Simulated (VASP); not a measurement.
Input:

```
CELL_PARAMETERS angstrom
      1.47158    -2.54885     0.00000
      1.47158     2.54885     0.00000
      0.00000     0.00000    23.06228
ATOMIC_POSITIONS crystal
  Ti 0.00000 0.00000 0.15417
  Ti 0.00000 0.00000 0.65417
  Ti 0.00000 0.00000 0.84583
  Ti 0.00000 0.00000 0.34583
  Ti 0.33333 0.66667 0.05375
  Ti 0.66667 0.33333 0.55375
  Ti 0.66667 0.33333 0.94625
  Ti 0.33333 0.66667 0.44625
  Al 0.33333 0.66667 0.25000
  Al 0.66667 0.33333 0.75000
  N  0.00000 0.00000 0.00000
  N  0.00000 0.00000 0.50000
  N  0.33333 0.66667 0.60566
  N  0.66667 0.33333 0.10566
  N  0.66667 0.33333 0.39434
  N  0.33333 0.66667 0.89434
```

Level of theory: LDA (Ceperley-Alder, Perdew-Zunger), VASP's LDA PAW potentials (set 64) (plane waves; VASP 6.6.1). Settings: LREAL = Auto, 520 eV cut-off, Gaussian smearing of 0.050 eV, potentials Ti_sv Al N.

Predict the band gap (along the path) with the smallest direct gap where there is one.

band gap (along the path): none (metal, semimetal or under 0.01 eV)

The compound is Ti4AlN3 in the sg194 structure. It was relaxed first.
